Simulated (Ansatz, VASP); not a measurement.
# Cross-check of C (Diamond) between VASP and Ansatz, part 2 of 2

One calculation is typed for both programs; each brings its own data sets. How far apart do they land? The cell is taken from a series of runs on this material, whose earlier steps may have relaxed, scaled, displaced or heated it; both programs get it as it stands.

VASP 6.6.1 and Ansatz 0.2.0.

So far. Step 2 (VASP: single point, HF with an exact-exchange share of …): The run ends at a pressure of -5.85 GPa.

### Step 3. Ansatz: single point, HF with an exact-exchange share of 1

Level of this step: Ansatz beside VASP: Kohn-Sham DFT, plane waves, HF (Ansatz).

Ansatz runs on its PAW soft_1 files.

The same cell, functional and mesh now go to Ansatz, which takes its cutoff from its data sets.

Contents of input.yaml:

```yaml
crystal:
  lattice:
    - [0.0, 1.78337, 1.78337]
    - [1.78337, 0.0, 1.78337]
    - [1.78337, 1.78337, 0.0]
  atoms:
    - { symbol: C, position: [0.0, 0.0, 0.0] }
    - { symbol: C, position: [0.25, 0.25, 0.25] }
kpoints:
  mp_grid: { grid: [6, 6, 6] }
  band_path:
    path:
      - [0.0, 0.0, 0.0]
      - [0.5, 0.0, 0.5]
      - [0.625, 0.25, 0.625]
      - [0.375, 0.375, 0.75]
      - [0.5, 0.5, 0.5]
      - [0.5, 0.25, 0.75]
      - [0.35, 0.0, 0.35]
    npoints: 1
hamiltonian:
  xc: hf
  pseudopotentials: { kind: paw, azcp: { folder: soft_1 } }
scf:
  occupations: { method: fixed }
  n_extra_bands: 4
output:
  eigenvalues: true
```

The run is started by

```console
$ ansatz run input.yaml --threads 3 --pin off --max-ram 92160MiB --backend cuda --events-out ev --progress --plain --runs-dir out --devices 1 --max-vram 13GiB
```

Numbers of over 12 decimals in the logs are rounded to 6 here.

The log of the run:

```text
scf.n_extra_bands = 4 over 4 filled bands (N_el = 8.0): the run solves 8 bands
GPUs: using 1 of 1 available (devices: 1).
Engine: ansatz 0.2.0, x86_64-unknown-linux-gnu
Pseudopotentials: kind: paw
Pseudopotential: C, paw, valence charge 4, recommended cutoff 420 eV (normal), soft_1/C.paw.azcp
Functional definition: HF
  exchange = exact_x
  correlation = 0
davidson cushion auto → on  (no smearing: the cushion is to keep the highest requested band from converging to the state above it; pin scf.eigensolver.cushion to override)
device memory: the entry about to start is reckoned to put 0.3 GiB on a device that reports 43.2 GiB free (of which the cap on the GPU budget leaves the run 13.0 GiB)
GPU FFT provider: cuFFT
GPU libraries: cuBLAS 13.8.2, cuFFT 12.4.0, cuSOLVER 12.3.4
Crystal: 2 atoms, lattice volume = 11.344 Å³
Basis set: ecut = 420 eV, 229 PW (Γ)
Bands: 8, of which v1, the nominal top of the filled ones, is band 4 counted from 1 (3 counted from 0)
Symmetry: 48 space group operations
Space group: Fd-3m (ITA 227), of the structure as read, at distance tolerance 2.2e-5 Å
k-points: 16 of 216
Non-local potential: C, projectors of the file, l = 0: 2, l = 1: 2, l = 2: 1
PAW form: soft (Blöchl's): semilocal exchange-correlation on the pseudo side does not see the compensation charge
PAW frozen core: C, regenerated for the run's functional, and the local potential with it (the file was generated under x = pbe(κ = 0.804, μ = 0.219515), c = pbe(β = 0.066725))
PAW one-centre angular grid: C, 110 points (default); XC on 64 Gauss nodes
Initial density: superposition of atomic densities (chi_scale 0.1, normalization cell)
Initial wavefunctions: pseudopotential atomic-orbital guess
GPU buffer pool allocated for 5832 grid points (all kernels)
GPU transforms: local potential and band sums: pruned to the plane-wave sphere, on 18×18×18
Functional: x = pbe(κ = 0.804, μ = 0.219515), c = none, warm-up for x = 0 pbe(κ = 0.804, μ = 0.219515) + 1 exact, c = none
SCF iter   1: F=—  HF=-490.161265 eV  |F-HF|=—  |Δ(HF+E_count)|=         —  Δρ=1.48e-1  dr2=1.82e0  ethr=1.00e-1  ⟨swp⟩=3.6  Hψ=460  notcnv=0
preconditioner: auto → none  [insulator: Δε(μ)=5.076 eV  Ē_g=19.553 eV  n_scr=0 (ndim 8)  ℏωp=31.2 eV  f_vac=0.000]
SCF iter   2: F=—  HF=-489.585570 eV  |F-HF|=—  |Δ(HF+E_count)|=   5.76e-1  Δρ=5.99e-2  dr2=2.62e-1  ethr=2.27e-2  ⟨swp⟩=2.0  Hψ=320  notcnv=0
iter 3 solved again at ethr=2.24e-5 eV; its pass at ethr=3.28e-3 eV (dr2=1.79e-3 eV) is discarded
SCF iter   3: F=-489.525708 eV  HF=-489.524884 eV  |F-HF|=8.24e-4  |Δ(HF+E_count)|=   6.07e-2  Δρ=7.08e-3  dr2=1.72e-3  ethr=2.24e-5  ⟨swp⟩=3.0  Hψ=723  notcnv=0
SCF 1 stopped early in 3 iterations: F = -489.525708 eV  dr2 = 1.72e-3
  greatest PAW one-centre occupation: 0.647 electrons in one spin orbital (limit 2), on the C atom at site 1 (counted from 0), in its partial waves of l = 0
device memory: the entry about to start is reckoned to put 0.7 GiB on a device that reports 43.2 GiB free (of which the cap on the GPU budget leaves the run 13.0 GiB)
GPU FFT provider: cuFFT
GPU libraries: cuBLAS 13.8.2, cuFFT 12.4.0, cuSOLVER 12.3.4
Initial density: handed on by an earlier stage of this run
Initial wavefunctions: those handed on with the density
GPU buffer pool allocated for 5832 grid points (all kernels)
GPU transforms: local potential and band sums: pruned to the plane-wave sphere, on 18×18×18
Functional: x = 0 pbe(κ = 0.804, μ = 0.219515) + 1 exact, c = none
Exchange kernel: α = 1.0000, full range, Wigner–Seitz truncation, v(0) = 6300.6334 eV·Å³, q-mesh 6×6×6, nearest image of the exchange supercell L = 15.13 Å, pair-density grid 12×12×12, without the augmentation charges, whose exchange is taken in its separable form by FFT convolution over the k-point mesh (sized by the pseudopotential files, 15×15×15 at the most), smooth part of the exact exchange by density-matrix convolution in up to 384.8 MiB of GPU memory as planned if the GPU has room (build and FFT work areas not counted)
Frozen-core exchange: fock
SCF iter   1: F=—  HF=-490.790127 eV  |F-HF|=—  |Δ(HF+E_count)|=         —  Δρ=3.93e-2  dr2=6.83e-2  ethr=2.15e-4  ⟨swp⟩=4.6  Hψ=594  notcnv=0
preconditioner: auto → none  [insulator: Δε(μ)=12.003 eV  Ē_g=33.215 eV  n_scr=0 (ndim 8)  ℏωp=31.2 eV  f_vac=0.000]
SCF iter   2: F=—  HF=-490.748035 eV  |F-HF|=—  |Δ(HF+E_count)|=   4.21e-2  Δρ=1.78e-2  dr2=2.87e-2  ethr=2.15e-4  ⟨swp⟩=3.0  Hψ=439  notcnv=0
SCF iter   3: F=—  HF=-490.844515 eV  |F-HF|=—  |Δ(HF+E_count)|=   9.65e-2  Δρ=7.31e-3  dr2=3.52e-3  ethr=1.31e-4  ⟨swp⟩=3.3  Hψ=454  notcnv=0
SCF iter   4: F=—  HF=-490.850046 eV  |F-HF|=—  |Δ(HF+E_count)|=   5.53e-3  Δρ=2.02e-3  dr2=3.53e-4  ethr=2.42e-5  ⟨swp⟩=3.0  Hψ=416  notcnv=0
SCF iter   5: F=-490.850713 eV  HF=-490.850740 eV  |F-HF|=2.73e-5  |Δ(HF+E_count)|=   6.94e-4  Δρ=7.93e-4  dr2=6.57e-5  ethr=1.50e-6  ⟨swp⟩=3.1  Hψ=424  notcnv=0
SCF 2 stopped early in 5 iterations: F = -490.850713 eV  dr2 = 6.57e-5
  greatest PAW one-centre occupation: 0.657 electrons in one spin orbital (limit 2), on the C atom at site 0 (counted from 0), in its partial waves of l = 0
hybrid outer 1: dexx = +1.546e-1 eV, tail = 2.54e-3 eV
GPU FFT provider: cuFFT
GPU libraries: cuBLAS 13.8.2, cuFFT 12.4.0, cuSOLVER 12.3.4
GPU buffer pool allocated for 5832 grid points (all kernels)
GPU transforms: local potential and band sums: pruned to the plane-wave sphere, on 18×18×18
Exchange kernel: α = 1.0000, full range, Wigner–Seitz truncation, v(0) = 6300.6334 eV·Å³, q-mesh 6×6×6, nearest image of the exchange supercell L = 15.13 Å, pair-density grid 12×12×12, without the augmentation charges, whose exchange is taken in its separable form by FFT convolution over the k-point mesh (sized by the pseudopotential files, 15×15×15 at the most), smooth part of the exact exchange by density-matrix convolution in up to 384.8 MiB of GPU memory as planned if the GPU has room (build and FFT work areas not counted)
Frozen-core exchange: fock
SCF iter   1: F=—  HF=-490.850966 eV  |F-HF|=—  |Δ(HF+E_count)|=         —  Δρ=9.13e-4  dr2=3.88e-5  ethr=1.59e-4  ⟨swp⟩=2.4  Hψ=332  notcnv=0
preconditioner: auto → none  [insulator: Δε(μ)=12.658 eV  Ē_g=33.330 eV  n_scr=0 (ndim 8)  ℏωp=31.2 eV  f_vac=0.000]
SCF iter   2: F=—  HF=-490.851030 eV  |F-HF|=—  |Δ(HF+E_count)|=   6.31e-5  Δρ=3.38e-4  dr2=6.93e-6  ethr=3.90e-7  ⟨swp⟩=3.6  Hψ=453  notcnv=0
iter 3 solved again at ethr=2.01e-9 eV; its pass at ethr=6.44e-8 eV (dr2=1.61e-7 eV) is discarded
SCF iter   3: F=-490.851035 eV  HF=-490.851035 eV  |F-HF|=1.60e-7  |Δ(HF+E_count)|=   5.64e-6  Δρ=7.46e-5  dr2=2.08e-7  ethr=2.01e-9  ⟨swp⟩=2.0  Hψ=778  notcnv=0
SCF 3 stopped early in 3 iterations: F = -490.851035 eV  dr2 = 2.08e-7
  greatest PAW one-centre occupation: 0.657 electrons in one spin orbital (limit 2), on the C atom at site 1 (counted from 0), in its partial waves of l = 0
hybrid outer 2: dexx = +1.387e-4 eV, tail = 1.51e-5 eV, Δε = 4.99e-2 eV (about 4.65e-3 eV left of the loop's levels)
GPU FFT provider: cuFFT
GPU libraries: cuBLAS 13.8.2, cuFFT 12.4.0, cuSOLVER 12.3.4
GPU buffer pool allocated for 5832 grid points (all kernels)
GPU transforms: local potential and band sums: pruned to the plane-wave sphere, on 18×18×18
Exchange kernel: α = 1.0000, full range, Wigner–Seitz truncation, v(0) = 6300.6334 eV·Å³, q-mesh 6×6×6, nearest image of the exchange supercell L = 15.13 Å, pair-density grid 12×12×12, without the augmentation charges, whose exchange is taken in its separable form by FFT convolution over the k-point mesh (sized by the pseudopotential files, 15×15×15 at the most), smooth part of the exact exchange by density-matrix convolution in up to 384.8 MiB of GPU memory as planned if the GPU has room (build and FFT work areas not counted)
Frozen-core exchange: fock
SCF iter   1: F=—  HF=-490.851091 eV  |F-HF|=—  |Δ(HF+E_count)|=         —  Δρ=1.37e-4  dr2=7.59e-7  ethr=9.47e-7  ⟨swp⟩=2.8  Hψ=352  notcnv=0
preconditioner: auto → none  [insulator: Δε(μ)=12.651 eV  Ē_g=33.327 eV  n_scr=0 (ndim 8)  ℏωp=31.2 eV  f_vac=0.000]
SCF iter   2: F=—  HF=-490.851092 eV  |F-HF|=—  |Δ(HF+E_count)|=   8.92e-7  Δρ=8.85e-5  dr2=2.58e-7  ethr=7.06e-9  ⟨swp⟩=3.1  Hψ=393  notcnv=0
iter 3 solved again at ethr=5.98e-11 eV; its pass at ethr=2.84e-9 eV (dr2=4.78e-9 eV) is discarded
SCF iter   3: F=-490.851092 eV  HF=-490.851092 eV  |F-HF|=4.75e-9  |Δ(HF+E_count)|=   1.21e-7  Δρ=8.81e-6  dr2=8.72e-9  ethr=5.98e-11  ⟨swp⟩=2.8  Hψ=732  notcnv=0
SCF 4 converged in 3 iterations: F = -490.851092 eV  dr2 = 8.72e-9
hybrid outer 3: dexx = +2.535e-6 eV, tail = 1.91e-7 eV, Δε = 1.76e-3 eV (about 2.19e-4 eV left of the loop's levels)
device memory: the entry about to start is reckoned to put 0.2 GiB on a device that reports 42.5 GiB free (of which the cap on the GPU budget leaves the run 13.0 GiB)
NSCF: frozen V_eff on 7 k-points
hybrid SCF converged: 3 outer / 11 inner (+3 warm-up), last move |dexx| = 2.54e-6 eV, tail = 1.91e-7 eV
Stability not checked: this state was not tested for a lower state beside it, because the functional holds exact exchange (a hybrid, or Hartree-Fock), whose exchange loop this test does not read (fock_operator; see scf.lower_state_search)
Free energy (F): -490.851092 eV
Frozen-core exchange: fock
Harris-Foulkes:  -490.851092 eV  (|F-HF|=4.75e-9)
Internal energy: -490.851092 eV  (E = F + TS)
E sigma→0 (E₀):  -490.851092 eV
Fermi energy:    10.496515 eV
--- Per-component energies (eV) ---
  E_band       = -13.604128
  E_kinetic    = 180.356205
  E_local      = -107.649530  (includes V_loc(G=0)·N_el)
  E_nonlocal   = 42.766548
  E_hartree    = 26.459637
  E_xc         = 0.000000
  E_vxc        = 0.000000  (∫ρ·V_xc dr)
  E_exx        = -87.223012  (= α·E_x^exact, valence–valence)
  E_paw        = -197.478777  (= ΣΔE_a)
  E_vpaw       = -7.548507  (= ΣTr[D̂ρ^β])
  E_aug_tail   = 0.000041  (compensation charges beyond the density's cutoff)
  E_ewald      = -347.961363
  E_core_change = -0.120840  (= ΣΔE_core)
  E_smearing   = -0.000000  (= −TS)
  E_closure    = -0.000000  (closes the sum)
  Σ components = -490.851092   (vs F -490.851092, Δ=5.68e-14)
--- Band table (eV; the first three rows and the last of 16) ---
  k-point 0: bands = ["-18.7795", "10.4965", "10.4965", "10.4965", "25.2943", "25.2943", "25.2943", "35.1870"]
  k-point 1: bands = ["-17.7712", "5.5864", "9.2281", "9.2281", "27.0094", "27.0094", "27.2864", "36.0157"]
  k-point 2: bands = ["-14.8218", "-2.1861", "7.4342", "7.4342", "28.6550", "28.7076", "28.7076", "37.3468"]
  k-point 15: bands = ["-6.5846", "-6.5846", "0.3309", "0.3309", "28.1021", "28.1021", "36.9412", "36.9412"]
```

In the SCF lines HF is the Harris–Foulkes energy and dr2 the Hartree energy of the density residual, in eV; the loop may stop once dr2 is under the threshold and the program's other checks hold. Hψ counts applications of the Hamiltonian.

### Step 4. Differences

Known differences besides the potentials themselves: exact exchange at q = 0 is treated differently, which shows on coarse meshes; VASP keeps PBE cores, Ansatz makes them for the functional; fixed occupations in Ansatz, narrow Gaussian smearing in VASP; the cutoff is 420 eV in Ansatz and 520 eV in VASP; VASP takes a coarser grid for exact exchange (PRECFOCK = Fast). Total energies have different zeros and are not compared.

The two programs side by side:

| quantity | Ansatz | VASP | difference |
| --- | --- | --- | --- |
| gap on the k mesh (eV) | 12.652 | 12.739 | -0.086 |

A gap on the mesh is an upper bound, since the band edges may lie between its points.

### Step 5. Summary of results

```json
{
  "difference in gap on the k mesh (single point, HF with an exact-exchange share of 1)": "-0.086 eV"
}
```

What this shows: The difference in gap on the k mesh is -0.086 eV (single point, HF with an exact-exchange share of 1), beyond the 0.08 eV picked in this series as the mark of a large difference. What causes the difference of the single point, HF with an exact-exchange share of 1 pair stays open here. How closely two codes agree says nothing of how well the functional describes the real material.

[Lines on the potential files, build, host, timing and source positions are cut from VASP's logs without a mark.]

[Logs are printed without paths, hosts, clocks, repeated set-up lines and the standing remarks that a program may print on its own settings, such as how far it seeks lower states.]

[Hosts, paths, dates, database ids (printed as entryN), source tags and the programs' standing remarks are cut or masked in the printed files.]
